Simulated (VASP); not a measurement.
Data:

```xyz
2
Lattice="3.1118 0.0000 0.0000 0.0000 3.1118 0.0000 0.0000 0.0000 3.1118" Properties=species:S:1:pos:R:3 pbc="T T T"
W      0.0000     0.0000     0.0000
Ge     1.5559     1.5559     1.5559
```

Calculation: r2SCAN meta-GGA, VASP's PBE PAW potentials (set 64) (plane waves; VASP 6.6.1). Run with 400 eV cut-off, 13×13×13 Γ-centred mesh, tetrahedra with Blöchl corrections, potentials W_sv Ge_d.

Unless said otherwise, spin-orbit coupling is left out, though it shifts the bands of the heavy elements here.

Problem. Tabulate the total density of states (states/eV per cell) against energy (eV; zero at the valence-band maximum or, without a gap, the Fermi level).

Solution. 
```
E (eV)  DOS (states/eV)
------  ---------------
-9.98              1.04
-9.74              0.92
-9.50              0.55
-9.26              0.35
-9.02              0.25
-8.90              0.21
-8.66              0.15
-8.42              0.11
-8.18              0.12
-7.94              0.15
-7.70              0.18
-7.46              0.19
-7.22              0.24
-6.98              0.28
-6.74              0.32
-6.62              0.35
-6.38              0.41
-6.14              0.68
-5.90              0.96
-5.66              1.44
-5.42              1.54
-5.18              0.95
-4.94              0.81
-4.70              0.76
-4.46              0.78
-4.34              0.82
-4.10              1.06
-3.86              1.27
-3.62              1.57
-3.38              1.14
-3.14              0.79
-2.90              0.66
-2.66              0.34
-2.42              0.47
-2.18              1.66
-2.06              2.01
-1.82              3.03
-1.58              1.65
-1.34              1.72
-1.10              1.69
-0.86              1.37
-0.62              1.02
-0.38              1.29
-0.14              1.16
0.10               2.29
0.22               2.33
0.46               1.30
0.70               1.00
0.94               0.87
1.18               0.87
1.42               1.06
1.66               0.86
1.90               0.60
2.14               0.60
2.38               0.67
2.50               0.73
2.74               0.84
2.98               1.12
3.22               1.59
3.46               1.80
```
Within 2 eV below the Fermi level the largest weight inside VASP's projection spheres is W d, then Ge p.

The structure was generated: GeW was put into the CsCl type (Pm-3m), which need not be its known phase. It was relaxed first, which changed the volume by -8 %.
